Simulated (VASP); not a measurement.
Level of theory: revTPSS meta-GGA, VASP's PBE PAW potentials (set 64) (plane waves; VASP 6.6.1).

The input files of a VASP run:

File POSCAR:
```
PbF2
1
    0.0000000000     2.9420447209     2.9420447209
    2.9420447209     0.0000000000     2.9420447209
    2.9420447209     2.9420447209     0.0000000000
Pb F
1 2
Direct
  0.0000000000   1.0000000000   1.0000000000
  0.2500000000   0.2500000000   0.2500000000
  0.7500000000   0.7500000000   0.7500000000
```

KPOINTS:
```
Automatic mesh
0
Gamma
6 6 6
0 0 0
```

**INCAR**
```
LASPH = T   # aspherical one-centre terms
METAGGA = RTPSS
LMAXMIX = 4   # l cut-off of mixed one-centre charges
IBRION = 2   # conjugate gradients
PREC = Accurate
ISIF = 3   # ions, shape and volume
EDIFF = 1E-6
SYSTEM = PbF2
NSW = 60   # most ionic steps
LCHARG = F
LREAL = F   # projection in real space or not
ALGO = Normal
SIGMA = 0.05   # width (eV)
EDIFFG = -0.02   # ionic stop
ENCUT = 520
ISMEAR = 0   # Gaussian
LWAVE = F
LMIXTAU = T
NELM = 100   # most electronic steps
```

POTCAR, in this order: Pb_d F (PBE.64 set). Program: vasp_std.

Energy and stress use the plane-wave basis of the starting cell.

Task: What does the run give for the energy per atom (σ→0), volume per atom?

Result: 
The energy per atom (σ→0) is 8.798 eV/atom and the volume per atom is 17.34 Å^3/atom.

OSZICAR:
```
...
DAV:   4     0.263958291738E+02    0.31421E-03   -0.11667E-03   706   0.511E-01    0.178E-02
DAV:   5     0.263954157117E+02   -0.41346E-03   -0.13835E-04   584   0.131E-01    0.162E-02
DAV:   6     0.263955478871E+02    0.13218E-03   -0.14709E-04   578   0.107E-01    0.203E-02
DAV:   7     0.263954038114E+02   -0.14408E-03   -0.13678E-04   578   0.984E-02    0.342E-03
DAV:   8     0.263953920246E+02   -0.11787E-04   -0.65453E-06   576   0.307E-02    0.148E-03
DAV:   9     0.263953900076E+02   -0.20170E-05   -0.12425E-06   464   0.122E-02    0.410E-04
DAV:  10     0.263953902096E+02    0.20199E-06   -0.27751E-07   320   0.709E-03
   3 F= 0.26395390E+02 E0= 0.26395390E+02  d E =-.608251E-02
```

The compound is PbF2 in the fluorite structure, the β form. This run relaxes it. Symmetry was kept, so distortions that lower it aren't found.
